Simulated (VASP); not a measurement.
Method: PBE GGA, VASP's PBE PAW potentials (set 64) (plane waves; VASP).

VASP ran on this input.

**KPOINTS**
```
Automatic mesh
0
Gamma
7 7 7
0 0 0
```

INCAR:
```
! general
SYSTEM   =  AgCl
PREC     =  Accurate
ENCUT    =  400   ! plane-wave cut-off (eV)
LREAL    =  F
LASPH    =  T   ! aspherical one-centre terms
NELECT   =  18.5

! electronic loop
EDIFF    =  1E-6   ! SCF stop (eV)
NELM     =  100
ALGO     =  Normal   ! blocked Davidson
LMAXMIX  =  4

! smearing
ISMEAR   =  0   ! Gaussian
SIGMA    =  0.05

! functional
GGA      =  PE

! ions
ISIF     =  2

! output
LWAVE    =  F
LCHARG   =  F
```

POSCAR:
```
AgCl
1
    0.0000000000     2.8305000000     2.8305000000
    2.8305000000     0.0000000000     2.8305000000
    2.8305000000     2.8305000000     0.0000000000
Ag Cl
1 1
Direct
  0.0000000000   0.0000000000   0.0000000000
  0.5000000000   0.5000000000   0.5000000000
```

POTCAR, in this order: Ag Cl (PBE.64 set). Program: vasp_std.

Task: What will the output report for the number of irreducible k-points (NKPTS), number of bands (NBANDS), largest plane-wave count, number of space-group operations, FFT grid (NGX, NGY, NGZ)?

Result: 
```json
{
  "number of irreducible k-points (NKPTS)": "20",
  "number of bands (NBANDS)": "13",
  "largest_plane_wave_count": "869",
  "number_of_space_group_operations": "48",
  "FFT grid (NGX, NGY, NGZ)": "28 × 28 × 28"
}
```

The compound is AgCl in the rock salt structure. The cell was not relaxed at this level. The run is one of a series of settings (NELECT = 18.5 against the base run), some of them coarse on purpose.
